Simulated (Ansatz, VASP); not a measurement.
# Two plane-wave programs on Be12N

```xyz
13
Lattice="4.5800 0.0000 0.0000 2.2900 3.9664 0.0000 0.0000 0.0000 15.5884" Properties=species:S:1:pos:R:3 pbc="T T T"
Be    0.0000    0.0000    1.0000
Be    2.2900    0.0000    1.0000
Be    1.1450    1.9832    1.0000
Be    3.4350    1.9832    1.0000
Be   -0.0001    1.3090    2.7693
Be    2.2898    1.3192    3.0173
Be    1.1576    3.3130    2.7745
Be    3.4223    3.3129    2.7738
Be    0.0007    0.0062    4.4583
Be    2.2905   -0.0370    4.8228
Be    1.1206    2.0024    4.8189
Be    3.4591    2.0014    4.8196
N     4.5795    2.6346    5.7542
```

Alike in both runs: functional PBE; k mesh 6 × 6 × 1; occupations fermi-dirac, width 0.1 eV; no spin polarisation.

Ansatz relaxed the structure, and its values are those at the end. VASP's run is a single point on that final structure, the one shown.

|  | VASP | Ansatz |
| --- | --- | --- |
| version | VASP 6.6.1 | Ansatz 0.2.0 |
| potentials or method | VASP PAW PBE potentials, release 64 (Be, N) | scalar-relativistic, plane waves, PAW |
| plane-wave cutoff (eV) | 520 | 420 |
| valence electrons in the cell | 29 | 29 |

|  | VASP | Ansatz | Ansatz less VASP |
| --- | --- | --- | --- |
| rms of the force components (eV/Å) | 0.108 | 0.106 | -0.0012 |
